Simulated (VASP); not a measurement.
These are PBEsol GGA with spin-orbit coupling, VASP's PBE PAW potentials (set 64) (plane waves; VASP) values and carry that method's errors.

VASP input:

**INCAR**
```
! general
SYSTEM     = Y
PREC       = Accurate
ENCUT      = 400
LREAL      = .False.
LASPH      = .True.

! electronic loop
EDIFF      = 1E-6
NELM       = 100
ALGO       = Normal
LMAXMIX    = 4

! smearing
ISMEAR     = 0
SIGMA      = 0.05

! functional
GGA        = PS
GGA_COMPAT = .False.

! spin
MAGMOM     = 6*0
LSORBIT    = .True.

! output
LWAVE      = .False.
LCHARG     = .False.
```

### KPOINTS
```
Automatic mesh
0
Gamma
11 11 11
0 0 0
```

### POSCAR
```
Y
1
   -3.0349208415     3.0349208415     1.6809279239
    3.0349208415    -3.0349208415     1.6809279239
    3.0349208415     3.0349208415    -1.6809279239
Y
2
Direct
  0.7500000000   0.2500000000   0.5000000000
  0.0000000000   0.0000000000   0.0000000000
```

File KPOINTS_OPT:
```
k-points along high-symmetry lines
6
Line-mode
Reciprocal
  0.000000   0.000000   0.000000 ! GAMMA
  0.000000   0.000000   0.500000 ! X

  0.000000   0.000000   0.500000 ! X
 -0.500000   0.500000   0.500000 ! M

 -0.500000   0.500000   0.500000 ! M
  0.000000   0.000000   0.000000 ! GAMMA

  0.000000   0.000000   0.000000 ! GAMMA
  0.324423   0.324423  -0.324423 ! Z

 -0.324423   0.675577   0.324423 ! Z_0
 -0.500000   0.500000   0.500000 ! M

  0.000000   0.000000   0.500000 ! X
  0.250000   0.250000   0.250000 ! P

  0.250000   0.250000   0.250000 ! P
  0.000000   0.500000   0.000000 ! N

  0.000000   0.500000   0.000000 ! N
  0.000000   0.000000   0.000000 ! GAMMA
```

POTCAR, in this order: Y_sv (PBE.64 set). Program: vasp_ncl.

The resulting files:

File OUTCAR:
```
 ion  position               nearest neighbor table
   1  0.750  0.250  0.500-   2 3.15   2 3.15   2 3.15   2 3.15   2 3.95   2 3.95   2 3.95   2 3.95
  LATTYP: Found a body centered tetragonal cell.
 ALAT       =     6.0698416830
 C/A-ratio  =     0.5538621966
 Subroutine PRICEL returns:
 Original cell was already a primitive cell.
 Subroutine GETGRP returns: Found 16 space group operations
The static configuration has the point symmetry D_2d.
 The point group associated with its full space group is D_4h.
The dynamic configuration has the point symmetry D_2d.
The overall configuration has the point symmetry D_2d.
 Subroutine INISYM returns: Found 16 space group operations
 Subroutine IBZKPT returns following result:
 Found    126 irreducible k-points:

 Following reciprocal coordinates:
            Coordinates               Weight
  0.000000  0.000000  0.000000      1.000000
  0.090909  0.000000 -0.000000      8.000000
  0.181818  0.000000 -0.000000      8.000000
  0.272727  0.000000 -0.000000      8.000000
  0.363636  0.000000  0.000000      8.000000
  0.454545  0.000000 -0.000000      8.000000
  0.090909  0.090909 -0.000000      8.000000
...
```

### OSZICAR
```
       N       E                     dE             d eps       ncg     rms          rms(c)
DAV:   1     0.993457337961E+02    0.99346E+02   -0.96442E+03  7560   0.117E+03
DAV:   2    -0.291019468077E+01   -0.10226E+03   -0.99117E+02  8536   0.299E+02
DAV:   3    -0.128461130920E+02   -0.99359E+01   -0.96278E+01 12722   0.513E+01
DAV:   4    -0.134227718616E+02   -0.57666E+00   -0.57109E+00 10946   0.133E+01
DAV:   5    -0.134403855841E+02   -0.17614E-01   -0.17601E-01 10844   0.200E+00    0.350E+01
DAV:   6    -0.129275952017E+02    0.51279E+00   -0.65277E-01  8412   0.531E+00    0.205E+01
DAV:   7    -0.128400387698E+02    0.87556E-01   -0.93803E-01 10134   0.548E+00    0.501E+00
DAV:   8    -0.128438483167E+02   -0.38095E-02   -0.71198E-02  9942   0.140E+00    0.132E+00
DAV:   9    -0.128386033939E+02    0.52449E-02   -0.40554E-02  8454   0.156E+00    0.387E-01
DAV:  10    -0.128388530847E+02   -0.24969E-03   -0.30292E-03  9636   0.396E-01    0.116E-01
DAV:  11    -0.128388752849E+02   -0.22200E-04   -0.16028E-04 10590   0.104E-01    0.388E-02
DAV:  12    -0.128388778361E+02   -0.25512E-05   -0.86274E-06 10084   0.237E-02    0.172E-02
DAV:  13    -0.128388785952E+02   -0.75906E-06   -0.19723E-06  7384   0.130E-02
   1 F= -.12838879E+02 E0= -.12836599E+02  d E =-.455957E-02  mag=     0.0000    -0.0000    -0.0000
       N       E                     dE             ncg
```

**OUTCAR**
```
------------------------ aborting loop because EDIFF is reached ----------------------------------------
  FORCE on cell =-STRESS in cart. coord.  units (eV):
  Direction    XX          YY          ZZ          XY          YZ          ZX
  --------------------------------------------------------------------------------------
  Total       -0.0180678     -0.0180678     -0.0303123      0.0000000     -0.0000000      0.0000000
  in kB       -0.4674244     -0.4674244     -0.7841967      0.0000000     -0.0000000      0.0000000
  external PRESSURE =      -0.5730152 kB  Pullay stress =       0.0000000 kB
  volume of cell :       61.93
      direct lattice vectors                 reciprocal lattice vectors
    -3.034920841  3.034920841  1.680927924     0.000000000  0.164748943  0.297454753
     3.034920841 -3.034920841  1.680927924     0.164748943  0.000000000  0.297454753
     3.034920841  3.034920841 -1.680927924     0.164748943  0.164748943  0.000000000
 POSITION                                       TOTAL-FORCE (eV/Angst)
 -----------------------------------------------------------------------------------
      0.00000      3.03492      0.84046        -0.000000      0.000000     -0.000000
      0.00000      0.00000      0.00000         0.000000     -0.000000      0.000000
 -----------------------------------------------------------------------------------
    total drift:                                0.000000      0.000000      0.000000
  FREE ENERGIE OF THE ION-ELECTRON SYSTEM (eV)
  ---------------------------------------------------
  free  energy   TOTEN  =       -12.8388785952 eV

  energy  without entropy=      -12.8343190206  energy(sigma->0) =      -12.83659881

 Ion:    1  E_soc:     -0.0990007

 Ion:    2  E_soc:     -0.0990007
```
(Selected blocks of OUTCAR.)

The structure was generated: Y was put into the beta-Sn type (I4_1/amd), which need not be its known phase. It was relaxed first, which changed the volume by -11 %.
